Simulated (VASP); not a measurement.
Runs of VASP 6.6.1 on BrCIH2. The cell holds a molecule in a box, 5 atoms: a = 13.000 Å, b = 11.000 Å, c = 12.000 Å, α = 90.00°, β = 90.00°, γ = 90.00°. 

```tsv
task	level	potentials or basis	cutoff (eV)	grid for exact exchange (PRECFOCK)	exchange at q = 0	gap on the mesh (eV)	largest force (eV/Å)
atomic charges	PBE+TS	VASP PAW PBE potentials, release 64 (Br, C, I, H)	520	-	-	3.99	0.43
single point	SCAN+D4	VASP PAW PBE potentials, release 64 (Br, C, I, H)	520	-	-	(a)	0.24
electron localisation function	PBE	VASP PAW PBE potentials, release 64 (Br, C, I, H)	520	-	-	3.99	0.41
single point	r2SCAN0+D4	VASP PAW PBE potentials, release 64 (Br, C_h, I, H_h)	900	Normal	default	6.29	(b)
single point	PBE	VASP PAW PBE potentials, release 64 (Br, C, I, H)	520	-	-	3.99	0.41
```

Alike in all rows: no spin polarisation; cell as given; k mesh 1 × 1 × 1; smearing gaussian 0.01 eV.

Task: Estimate the missing entries.

Result: (a) 4.44; (b) 0.22.

Caveats: spin-orbit coupling is left out, which moves the levels of the heavy elements; the PAW data sets were made with another functional, which shifts forces and pressure a little (some runs).

A k mesh can miss the band edges, and the runs leave out spin-orbit coupling on Br, I.

Not every run made on this cell is shown here.
